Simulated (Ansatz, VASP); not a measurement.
One calculation of AgB2, two programs

The input INCAR:

```
PREC = Accurate
ENCUT = 520
EDIFF = 1E-6
ISMEAR = -1
SIGMA = 0.05
LREAL = F
LASPH = T
NELM = 80
ALGO = Normal
ISIF = 2
LWAVE = F
LCHARG = F
GGA = PS
NBANDS = 16
```

File KPOINTS:

```
Automatic mesh
0
Gamma
  16 16 13
```

File POSCAR:

```
AgB2
1.0
    3.0300016569      0.0000000000      0.0000000000
   -1.5150008285      2.6240584084      0.0000000000
    0.0000000000      0.0000000000      3.2400000000
Ag B
1 2
Direct
    0.0000000000      0.0000000000      0.0000000000
    0.3333333333      0.6666666667      0.5000000000
    0.6666666667      0.3333333333      0.5000000000
```

Input for Ansatz:

```yaml
crystal:
  lattice:
    - [3.0300016569, 0.0, 0.0]
    - [-1.5150008285, 2.6240584084, 0.0]
    - [0.0, 0.0, 3.24]
  atoms:
    - { symbol: Ag, position: [0.0, 0.0, 0.0] }
    - { symbol: B, position: [0.3333333333, 0.6666666667, 0.5] }
    - { symbol: B, position: [0.6666666667, 0.3333333333, 0.5] }
kpoints:
  mp_grid: { grid: [16, 16, 13] }
  band_path:
    path:
      - [0.0, 0.0, 0.0]
      - [0.5, 0.0, 0.0]
      - [0.3333333333, 0.3333333333, 0.0]
      - [0.0, 0.0, 0.0]
      - [0.0, 0.0, 0.5]
      - [0.5, 0.0, 0.5]
      - [0.3333333333, 0.3333333333, 0.5]
      - [0.0, 0.0, 0.5]
      - [0.5, 0.0, 0.5]
    npoints: 5
scf:
  occupations: { method: fermi_dirac, width: 0.05 }
hamiltonian:
  xc: pbesol
  pseudopotentials: { kind: all_electron, lapw: { basis_error: 0.001 } }
output:
  forces: true
  stress: true
  eigenvalues: true
```

Change from the starting cell: equal xx and yy strain of +1 %.

Alike in both runs: task single point; functional PBEsol; k mesh 16 × 16 × 13; occupations fermi-dirac, width 0.05 eV; no spin polarisation.

|  | VASP | Ansatz |
| --- | --- | --- |
| version | VASP 6.6.1 | Ansatz 0.2.0 |
| potentials or method | VASP PAW PBE potentials, release 64 (Ag, B) | all-electron LAPW, scalar-relativistic |
| plane-wave cutoff (eV) | 520 | see its input |

|  | VASP | Ansatz | Ansatz less VASP |
| --- | --- | --- | --- |
| pressure (GPa) | 39.6 | 39.6 | -0.03 |
| largest component of the traceless stress (GPa) | 21.68 | 21.83 | +0.146 |

Ansatz ran all-electron here, so the differences hold the error of VASP's frozen core and of both bases.

Caveats: so large a pressure means that the cell lies far from this level's equilibrium, or that cutoff or potentials fall short (VASP); the potentials were made for another functional, which shifts forces and pressure (VASP).
